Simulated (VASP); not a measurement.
Level of theory: PBE GGA, VASP's PBE PAW potentials (set 64) (plane waves; VASP 6.6.1).

A VASP calculation is set up with these files.

KPOINTS:
```
Automatic mesh
0
Gamma
13 13 11
0 0 0
```

**INCAR**
```
# general
SYSTEM   =  WC
PREC     =  Accurate
ENCUT    =  600
LREAL    =  .FALSE.
LASPH    =  .TRUE.

# electronic loop
EDIFF    =  1E-6
NELM     =  100
ALGO     =  Normal
LMAXMIX  =  6

# smearing
ISMEAR   =  1
SIGMA    =  0.1

# functional
GGA      =  PE

# ions
ISIF     =  2

# output
LWAVE    =  .FALSE.
LCHARG   =  .FALSE.
```

**POSCAR**
```
WC
1
    1.4841000000    -2.5705370000     0.0000000000
    1.4841000000     2.5705370000     0.0000000000
    0.0000000000     0.0000000000     2.8968000000
W C
1 1
Direct
  0.0000000000   0.0000000000   0.0000000000
  0.3333330000   0.6666670000   0.5000000000
```

POTCAR, in this order: W_sv C (PBE.64 set). Program: vasp_std.

What VASP printed:

**OSZICAR**
```
       N       E                     dE             d eps       ncg     rms          rms(c)
DAV:   1     0.120932785681E+03    0.12093E+03   -0.10645E+04  3276   0.169E+03
DAV:   2    -0.208968731204E+02   -0.14183E+03   -0.13778E+03  3766   0.407E+02
DAV:   3    -0.254566202952E+02   -0.45597E+01   -0.45229E+01  4017   0.652E+01
DAV:   4    -0.255069079089E+02   -0.50288E-01   -0.50242E-01  3629   0.724E+00
DAV:   5    -0.255073551350E+02   -0.44723E-03   -0.44721E-03  3955   0.718E-01    0.287E+01
DAV:   6    -0.225257675833E+02    0.29816E+01   -0.10287E+01  3741   0.320E+01    0.698E+00
DAV:   7    -0.224279945024E+02    0.97773E-01   -0.51851E-01  3451   0.629E+00    0.533E+00
DAV:   8    -0.223997380781E+02    0.28256E-01   -0.94461E-02  3591   0.301E+00    0.762E-01
DAV:   9    -0.223987071034E+02    0.10310E-02   -0.39518E-03  3601   0.562E-01    0.159E-01
DAV:  10    -0.223986350719E+02    0.72031E-04   -0.32985E-04  3796   0.242E-01    0.689E-02
DAV:  11    -0.223986349768E+02    0.95132E-07   -0.19357E-05  3571   0.444E-02    0.111E-02
DAV:  12    -0.223986338037E+02    0.11731E-05   -0.53755E-06  3521   0.242E-02    0.238E-03
DAV:  13    -0.223986338454E+02   -0.41649E-07   -0.90578E-08  1658   0.334E-03
   1 F= -.22398634E+02 E0= -.22398505E+02  d E =-.387678E-03
```

OUTCAR:
```
------------------------ aborting loop because EDIFF is reached ----------------------------------------
  FORCE on cell =-STRESS in cart. coord.  units (eV):
  Direction    XX          YY          ZZ          XY          YZ          ZX
  --------------------------------------------------------------------------------------
  Total       -2.0712868     -2.0712874     -2.5955188     -0.0000000     -0.0000000      0.0000000
  in kB     -150.1465244   -150.1465707   -188.1478356     -0.0000000     -0.0000000      0.0000000
  external PRESSURE =    -162.8136436 kB  Pullay stress =       0.0000000 kB
  volume of cell :       22.10
      direct lattice vectors                 reciprocal lattice vectors
     1.484100000 -2.570537000  0.000000000     0.336904521 -0.194511886  0.000000000
     1.484100000  2.570537000  0.000000000     0.336904521  0.194511886  0.000000000
     0.000000000  0.000000000  2.896800000     0.000000000  0.000000000  0.345208506
 POSITION                                       TOTAL-FORCE (eV/Angst)
 -----------------------------------------------------------------------------------
      0.00000      0.00000      0.00000        -0.000000      0.000000      0.000000
      1.48410      0.85685      1.44840         0.000000      0.000000      0.000000
 -----------------------------------------------------------------------------------
    total drift:                                0.000000     -0.000397      0.000000
  FREE ENERGIE OF THE ION-ELECTRON SYSTEM (eV)
  ---------------------------------------------------
  free  energy   TOTEN  =       -22.3986338454 eV

  energy  without entropy=      -22.3982461672  energy(sigma->0) =      -22.39850462
```
(Selected blocks of OUTCAR.)

The compound is WC in the wc structure. The cell was not relaxed at this level. The run is one of a series of settings (ENCUT = 600 against the base run), some of them coarse on purpose.
